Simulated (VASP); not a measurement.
Input:

```
CaF2
1.0
    0.00000     2.75782     2.75782
    2.75782     0.00000     2.75782
    2.75782     2.75782     0.00000
Ca F
1 2
Cartesian
  0.00000   0.00000   0.00000
  1.37891   1.37891   1.37891
  4.13674   4.13674   4.13674
```

Method: MS2 meta-GGA, VASP's PBE PAW potentials (set 64) (plane waves; VASP). Settings: 520 eV cut-off, 7×7×7 Γ-centred mesh, Gaussian smearing of 0.050 eV, potentials Ca_sv F.

**Question.** Give the stress tensor in GPa (positive for a compressed cell).

**Answer.** 
```
-2.24   0.00   0.00
 0.00  -2.24   0.00
 0.00   0.00  -2.24
```
The pressure is its mean diagonal, -2.24 GPa.

The compound is CaF2 in the fluorite structure. This cell is one point of a volume scan, at 1.03 of the reference volume.
